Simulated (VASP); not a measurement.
Energy against volume of Rh (fcc). Level of theory: AM05 GGA, VASP's PBE PAW potentials (set 64) (plane waves; VASP).

```tsv
V (Å³/atom)	E (eV/atom)
12.607	-7.80359
13.010	-7.84307
13.412	-7.85551
13.814	-7.84544
14.217	-7.81668
```

Q: Fit a third-order Birch-Murnaghan equation of state.

A: 
The volume per atom is 13.42 Å³/atom and the bulk modulus is 297 GPa. The pressure derivative of the bulk modulus is 5.15 and the lattice constant a comes out as 3.772 Å.

Measured: bulk modulus 271 GPa at 0 K (computed value off by +9.5 %), as given by H. Levämäki et al., Physical Review B (2014), arXiv:1402.3671 [corrected for temperature and zero-point phonon effects]; a 3.794 Å at 0 K (computed value off by -0.6 %), as given by Daniel Mejia-Rodriguez et al., Physical Review B (2018), arXiv:1807.09216 [static lattice: zero-point anharmonic expansion removed].

The compound is Rh in the fcc structure. It was relaxed first.
